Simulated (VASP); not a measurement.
Take ZnO (wurtzite), against free atoms with fixed spin and no zero-point term, in VASP with PAW potentials, and its cohesive energy.

### Question
One run gives 4.57 eV/atom. Which level is it?
A) RPBE
B) LDA
C) PBE
D) PBEsol

### Answer
B, LDA.  The others give 3.10 (RPBE), 3.92 (PBEsol), 3.51 (PBE).

Only levels that ran to the end are used. Left out are those held back, those with too coarse a band path, GW runs whose mesh misses a band edge, hybrids' fits of cells that aren't cubic and levels without matching references; a question may draw on a part of the rest.
